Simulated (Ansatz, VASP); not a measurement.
## H2C9 (armchair graphene ribbon, 9 dimer lines) in two plane-wave programs

Aim: how closely do two programs agree when they are given the same cell, functional and k mesh? The cell is taken from a series of runs on this material, whose earlier steps may have relaxed, scaled, displaced or heated it; both programs get it as it stands.

Main program and level: Ansatz 0.2.0; plane waves, with VASP 6.6.1 beside it; single point at PBE.

### 1. The starting structure

The cell holds 22 atoms: 18 C and 4 H. Its edges and angles: a = 19.726 Å, b = 9.000 Å, c = 4.260 Å, α = 90.0°, β = 90.0°, γ = 90.0°. Vacuum lies along a and b. The structure's axis is c.

### 2. VASP: single point, PBE

A single point gives forces, pressure and levels at one fixed geometry, so differences don't come from the geometry; what else differs is listed under the comparison.

Lines of VASP's logs that name or quote its potential files are left out, and so is its time.

File INCAR:

```
SYSTEM = H2C9
PREC = Accurate
ENCUT = 520
EDIFF = 1E-06
NELM = 120
ISMEAR = -1
SIGMA = 0.05
LREAL = .FALSE.
ALGO = Normal
GGA = PE
NBANDS = 60
LORBIT = 11
LWAVE = .FALSE.
LCHARG = .FALSE.
ISIF = 2
LASPH = .TRUE.
GGA_COMPAT = .FALSE.
EFERMI = MIDGAP
KPAR = 4
```

File POSCAR:

```
H2C9
1.0
   19.7259839672      0.0000000000      0.0000000000
    0.0000000000      9.0000000000      0.0000000000
    0.0000000000      0.0000000000      4.2600000000
C H
18 4
Direct
    0.8129741850      0.0000000000      1.0000000000
    0.9376580620      0.0000000000      1.0000000000
    0.0623419380      0.0000000000      1.0000000000
    0.1870258150      0.0000000000      1.0000000000
    0.7506322470      0.0000000000      0.1666666667
    0.8753161240      0.0000000000      0.1666666667
    0.0000000000      0.0000000000      0.1666666667
    0.1246838760      0.0000000000      0.1666666667
    0.2493677530      0.0000000000      0.1666666667
    0.7506322470      0.0000000000      0.5000000000
    0.8753161240      0.0000000000      0.5000000000
    0.0000000000      0.0000000000      0.5000000000
    0.1246838760      0.0000000000      0.5000000000
    0.2493677530      0.0000000000      0.5000000000
    0.8129741850      0.0000000000      0.6666666667
    0.9376580620      0.0000000000      0.6666666667
    0.0623419380      0.0000000000      0.6666666667
    0.1870258150      0.0000000000      0.6666666667
    0.7027782240      0.0000000000      0.0387323944
    0.2972217760      0.0000000000      0.0387323944
    0.7027782240      0.0000000000      0.6279342723
    0.2972217760      0.0000000000      0.6279342723
```

File KPOINTS:

```
Automatic mesh
0
Gamma
1 1 16
0 0 0
```

The projector-augmented-wave data sets are C and H (PBE family, release 64).

Run with:

```bash
mpirun -np 4 vasp_std
```

Numbers of over 12 decimals in the logs are rounded to 6 here.

What it wrote:

```text
[banner, memory and clock lines left out]
running    4 mpi-ranks, on    1 nodes
 distrk:  each k-point on    1 cores,    4 groups
 distr:  one band on    1 cores,    1 groups

 POSCAR found type information on POSCAR C H
 POSCAR found :  2 types and      22 ions
|                                                                             |
|               ----> ADVICE to this user running VASP <----                  |
|                                                                             |
|     You have a (more or less) 'large supercell' and for larger cells it     |
|     might be more efficient to use real-space projection operators.         |
|     Therefore, try LREAL= Auto in the INCAR file.                           |
|     Mind: For very accurate calculation, you might also keep the            |
|     reciprocal projection scheme (i.e. LREAL=.FALSE.).                      |
|                                                                             |

 LDA part: xc-table for (Slater+PW92), standard interpolation
 POSCAR, INCAR and KPOINTS ok, starting setup
 FFT: planning ... GRIDC
 FFT: planning ... GRID_SOFT
 FFT: planning ... GRID
 WAVECAR not read
 entering main loop
       N       E                     dE             d eps       ncg     rms          rms(c)
DAV:   1     0.597551014900E+03    0.59755E+03   -0.28084E+04  1104   0.959E+02
DAV:   2    -0.852996378676E+02   -0.68285E+03   -0.64194E+03  1600   0.233E+02
DAV:   3    -0.189640092415E+03   -0.10434E+03   -0.10379E+03  1336   0.949E+01
DAV:   4    -0.193026049668E+03   -0.33860E+01   -0.33750E+01  1424   0.216E+01
DAV:   5    -0.193116831273E+03   -0.90782E-01   -0.90643E-01  1552   0.309E+00    0.202E+01
DAV:   6    -0.182979235430E+03    0.10138E+02   -0.10143E+01  1332   0.994E+00    0.116E+01
DAV:   7    -0.179292393791E+03    0.36868E+01   -0.10902E+01  1328   0.103E+01    0.344E+00
DAV:   8    -0.179180174116E+03    0.11222E+00   -0.44422E-01  1448   0.232E+00    0.735E-01
DAV:   9    -0.179144923312E+03    0.35251E-01   -0.36395E-02  1384   0.835E-01    0.329E-01
DAV:  10    -0.179134466856E+03    0.10456E-01   -0.14989E-02  1320   0.439E-01    0.181E-01
DAV:  11    -0.179134050060E+03    0.41680E-03   -0.45165E-03  1320   0.261E-01    0.130E-01
DAV:  12    -0.179141119712E+03   -0.70697E-02   -0.94180E-03  1136   0.260E-01    0.578E-02
DAV:  13    -0.179146634642E+03   -0.55149E-02   -0.46528E-04  1164   0.937E-02    0.301E-02
DAV:  14    -0.179149799362E+03   -0.31647E-02   -0.20518E-04  1280   0.484E-02    0.190E-02
DAV:  15    -0.179152105596E+03   -0.23062E-02   -0.16308E-04  1240   0.414E-02    0.846E-03
DAV:  16    -0.179152715704E+03   -0.61011E-03   -0.32705E-05  1260   0.171E-02    0.563E-03
DAV:  17    -0.179153145220E+03   -0.42952E-03   -0.19839E-05  1176   0.119E-02    0.320E-03
DAV:  18    -0.179153292547E+03   -0.14733E-03   -0.76996E-06  1116   0.740E-03    0.146E-03
DAV:  19    -0.179153347593E+03   -0.55046E-04   -0.37857E-06   996   0.466E-03    0.109E-03
DAV:  20    -0.179153355356E+03   -0.77628E-05   -0.70350E-07  1004   0.254E-03    0.462E-04
DAV:  21    -0.179153357696E+03   -0.23405E-05   -0.25347E-07   880   0.146E-03    0.396E-04
DAV:  22    -0.179153358467E+03   -0.77064E-06   -0.50149E-08   884   0.760E-04
   1 F= -.17915336E+03 E0= -.17915330E+03  d E =-.122533E-03
```

Parts of OUTCAR (step 2):

```text
ion  position               nearest neighbor table
   1  0.813  0.000  0.000-   5 1.42  15 1.42   6 1.42
   2  0.938  0.000  0.000-   6 1.42   7 1.42  16 1.42
   3  0.062  0.000  0.000-   8 1.42   7 1.42  17 1.42
   4  0.187  0.000  0.000-   9 1.42  18 1.42   8 1.42
   5  0.751  0.000  0.167-  19 1.09   1 1.42  10 1.42
   6  0.875  0.000  0.167-   2 1.42  11 1.42   1 1.42
   7  0.000  0.000  0.167-   2 1.42   3 1.42  12 1.42
   8  0.125  0.000  0.167-   3 1.42  13 1.42   4 1.42
   9  0.249  0.000  0.167-  20 1.09   4 1.42  14 1.42
  10  0.751  0.000  0.500-  21 1.09  15 1.42   5 1.42
  11  0.875  0.000  0.500-  16 1.42   6 1.42  15 1.42
  12  0.000  0.000  0.500-  16 1.42  17 1.42   7 1.42
  13  0.125  0.000  0.500-  17 1.42   8 1.42  18 1.42
  14  0.249  0.000  0.500-  22 1.09  18 1.42   9 1.42
  15  0.813  0.000  0.667-  10 1.42   1 1.42  11 1.42
  16  0.938  0.000  0.667-  11 1.42  12 1.42   2 1.42
  17  0.062  0.000  0.667-  13 1.42  12 1.42   3 1.42
  18  0.187  0.000  0.667-  14 1.42   4 1.42  13 1.42
  19  0.703  0.000  0.039-   5 1.09
  20  0.297  0.000  0.039-   9 1.09
  21  0.703  0.000  0.628-  10 1.09
  22  0.297  0.000  0.628-  14 1.09

  LATTYP: Found a simple orthorhombic cell.
 ALAT       =     4.2600000000
 B/A-ratio  =     2.1126760563
 C/A-ratio  =     4.6305126684

 Subroutine GETGRP returns: Found  8 space group operations
 (whereof  4 operations were pure point group operations)

The static configuration has the point symmetry C_2v.
 The point group associated with its full space group is D_2h.

 Found      9 irreducible k-points:

   k-points           NKPTS =      9   k-points in BZ     NKDIM =      9   number of bands    NBANDS=     60

   dimension x,y,z NGX =   150 NGY =   70 NGZ =   32
   dimension x,y,z NGXF=   300 NGYF=  140 NGZF=   64

   ENCUT  =  520.0 eV  38.22 Ry    6.18 a.u.  36.68 16.73  7.92*2*pi/ulx,y,z

   NELECT =      76.0000    total number of electrons

 k-points in reciprocal lattice and weights: Automatic mesh
   0.00000000  0.00000000  0.00000000       0.062
   0.00000000  0.00000000  0.06250000       0.125
   0.00000000  0.00000000  0.12500000       0.125
   0.00000000  0.00000000  0.18750000       0.125
   0.00000000  0.00000000  0.25000000       0.125
   0.00000000  0.00000000  0.31250000       0.125
   0.00000000  0.00000000  0.37500000       0.125
   0.00000000  0.00000000  0.43750000       0.125
   0.00000000  0.00000000  0.50000000       0.062

 average (electrostatic) potential at core
       1 -57.3933       2 -57.4343       3 -57.4343       4 -57.3933       5 -57.1932
       6 -57.4251       7 -57.4379       8 -57.4251       9 -57.1932      10 -57.1932
      11 -57.4251      12 -57.4379      13 -57.4251      14 -57.1932      15 -57.3933
      16 -57.4343      17 -57.4343      18 -57.3933      19 -40.6560      20 -40.6560
      21 -40.6559      22 -40.6559

 E-fermi :  -2.0211

 k-point     1 :       0.0000    0.0000    0.0000
  band No.  band energies     occupation
    ...
     34      -4.7952      2.00000
     35      -4.1391      2.00000
     36      -3.4479      2.00000
     37      -3.1353      2.00000
     38      -2.3544      1.99746
     39      -1.6877      0.00254
     40      -0.9013      0.00000
     41      -0.7529      0.00000
     42      -0.3896      0.00000
     43       0.8584      0.00000
    ...

 k-point     2 :       0.0000    0.0000    0.0625
  band No.  band energies     occupation
    ...
     34      -4.7823      2.00000
     35      -4.2916      2.00000
     36      -3.6233      2.00000
     37      -3.1784      2.00000
     38      -2.6768      2.00000
     39      -1.3714      0.00000
     40      -0.8844      0.00000
     41      -0.5606      0.00000
     42      -0.2052      0.00000
     43       0.8324      0.00000
    ...

 k-point     3 :       0.0000    0.0000    0.1250
  band No.  band energies     occupation
    ...
     34      -4.7454      2.00000
     35      -4.6778      2.00000
     36      -4.0444      2.00000
     37      -3.3049      2.00000
     38      -3.1972      2.00000
     39      -0.8679      0.00000
     40      -0.8300      0.00000
     41      -0.0899      0.00000
     42       0.2764      0.00000
     43       0.6879      0.00000
    ...

  Total       -0.4875720     -0.1251742      4.3450809      0.0000000      0.0000000      0.0000000
  in kB       -1.0329007     -0.2651762      9.2048700      0.0000000      0.0000000      0.0000000
  external PRESSURE =       2.6355977 kB  Pullay stress =       0.0000000 kB

  energy-cutoff  :      520.00
  volume of cell :      756.29
      direct lattice vectors                 reciprocal lattice vectors
    19.725983967  0.000000000  0.000000000     0.050694556  0.000000000  0.000000000
     0.000000000  9.000000000  0.000000000     0.000000000  0.111111111  0.000000000
     0.000000000  0.000000000  4.260000000     0.000000000  0.000000000  0.234741784

 POSITION                                       TOTAL-FORCE (eV/Angst)
 -----------------------------------------------------------------------------------
     16.03672      0.00000      0.00000        -0.467011      0.000000      0.734780
     18.49623      0.00000      0.00000         0.248137      0.000000     -0.118520
      1.22976      0.00000      0.00000        -0.248137      0.000000     -0.118520
      3.68927      0.00000      0.00000         0.467011      0.000000      0.734780
     14.80696      0.00000      0.71000         0.393511      0.000000      1.953448
     17.26647      0.00000      0.71000        -0.344301      0.000000      0.020813
      0.00000      0.00000      0.71000         0.000000      0.000000     -0.305119
      2.45951      0.00000      0.71000         0.344301      0.000000      0.020813
      4.91902      0.00000      0.71000        -0.393511      0.000000      1.953448
     14.80696      0.00000      2.13000         0.393511      0.000000     -1.953448
     17.26647      0.00000      2.13000        -0.344301      0.000000     -0.020813
      0.00000      0.00000      2.13000         0.000000      0.000000      0.305119
      2.45951      0.00000      2.13000         0.344301      0.000000     -0.020813
      4.91902      0.00000      2.13000        -0.393511      0.000000     -1.953448
     16.03672      0.00000      2.84000        -0.467011      0.000000     -0.734780
     18.49623      0.00000      2.84000         0.248137      0.000000      0.118520
      1.22976      0.00000      2.84000        -0.248137      0.000000      0.118520
      3.68927      0.00000      2.84000         0.467011      0.000000     -0.734780
     13.86299      0.00000      0.16500         0.068896      0.000000      0.287837
      5.86299      0.00000      0.16500        -0.068896      0.000000      0.287837
     13.86299      0.00000      2.67500         0.068896      0.000000     -0.287837
      5.86299      0.00000      2.67500        -0.068896      0.000000     -0.287837
 -----------------------------------------------------------------------------------
    total drift:                               -0.000000      0.000000     -0.000081

  FREE ENERGIE OF THE ION-ELECTRON SYSTEM (eV)
  ---------------------------------------------------
  free  energy   TOTEN  =      -179.1533584668 eV

  energy  without entropy=     -179.1532359340  energy(sigma->0) =     -179.15329720

 total charge
# of ion       s       p       d       tot
------------------------------------------
    1        0.865   1.789   0.000   2.654
    2        0.865   1.794   0.000   2.659
    3        0.865   1.794   0.000   2.659
    4        0.865   1.789   0.000   2.654
    5        0.861   1.744   0.000   2.605
    6        0.865   1.794   0.000   2.659
    7        0.865   1.794   0.000   2.659
    8        0.865   1.794   0.000   2.659
    9        0.861   1.744   0.000   2.605
   10        0.861   1.744   0.000   2.605
   11        0.865   1.794   0.000   2.659
   12        0.865   1.794   0.000   2.659
   13        0.865   1.794   0.000   2.659
   14        0.861   1.744   0.000   2.605
   15        0.865   1.789   0.000   2.654
   16        0.865   1.794   0.000   2.659
   17        0.865   1.794   0.000   2.659
   18        0.865   1.789   0.000   2.654
   19        0.649   0.047   0.000   0.696
   20        0.649   0.047   0.000   0.696
   21        0.649   0.047   0.000   0.696
   22        0.649   0.047   0.000   0.696
--------------------------------------------------
tot         18.148  32.261   0.000  50.409

[... 3 further parts left out ...]
```

(Part 1 of 2 ends here.)

[Lines on the potential files, build, host, timing and source positions are cut from VASP's logs without a mark.]

[Logs are printed without paths, hosts, clocks, repeated set-up lines and the standing remarks that a program may print on its own settings, such as how far it seeks lower states.]

[Hosts, paths, dates, database ids (printed as entryN), source tags and the programs' standing remarks are cut or masked in the printed files.]
